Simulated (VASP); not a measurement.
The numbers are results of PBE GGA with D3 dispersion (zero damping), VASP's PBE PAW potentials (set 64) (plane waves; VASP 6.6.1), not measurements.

VASP input:

POSCAR:
```
PbSe
1
    0.0000000000     3.0600000000     3.0600000000
    3.0600000000     0.0000000000     3.0600000000
    3.0600000000     3.0600000000     0.0000000000
Pb Se
1 1
Direct
  0.0000000000   0.0000000000   0.0000000000
  0.5000000000   0.5000000000   0.5000000000
```

INCAR:
```
SYSTEM = PbSe
PREC = Accurate
ENCUT = 520
EDIFF = 1E-6
NELM = 100
ALGO = Normal
LREAL = .FALSE.
LASPH = .TRUE.
ISMEAR = 0
SIGMA = 0.05
GGA = PE
IVDW = 11
LMAXMIX = 4
LWAVE = .FALSE.
LCHARG = .FALSE.
IBRION = 2
ISIF = 3
NSW = 60
EDIFFG = -0.01
```

### KPOINTS
```
Automatic mesh
0
Gamma
7 7 7
0 0 0
```

POTCAR, in this order: Pb_d Se (PBE.64 set). Program: vasp_std.

Energy and stress use the plane-wave basis of the starting cell.

Problem. Estimate the energy per atom (σ→0), dispersion energy, volume per atom.

Solution. 
| Item | Result |
|---|---|
| energy per atom (σ→0) | -4.332 eV/atom |
| dispersion energy | -0.469 eV |
| volume per atom | 29.36 Å³/atom |

OSZICAR:
```
...
       N       E                     dE             d eps       ncg     rms          rms(c)
DAV:   1    -0.820420740571E+01   -0.70382E-02   -0.29828E-01   686   0.987E+00    0.518E-01
DAV:   2    -0.819612341604E+01    0.80840E-02   -0.16403E-02   686   0.238E+00    0.191E-01
DAV:   3    -0.819478678326E+01    0.13366E-02   -0.60613E-03   686   0.135E+00    0.357E-02
DAV:   4    -0.819481030492E+01   -0.23522E-04   -0.13784E-04   560   0.126E-01    0.132E-02
DAV:   5    -0.819481408738E+01   -0.37825E-05   -0.17959E-05   708   0.611E-02    0.663E-03
DAV:   6    -0.819481471390E+01   -0.62652E-06   -0.11870E-06   292   0.184E-02
   3 F= -.86634246E+01 E0= -.86634246E+01  d E =-.536784E-02
```

The compound is PbSe in the rock salt structure. This run relaxes it. Symmetry was kept, so distortions that lower it aren't found.
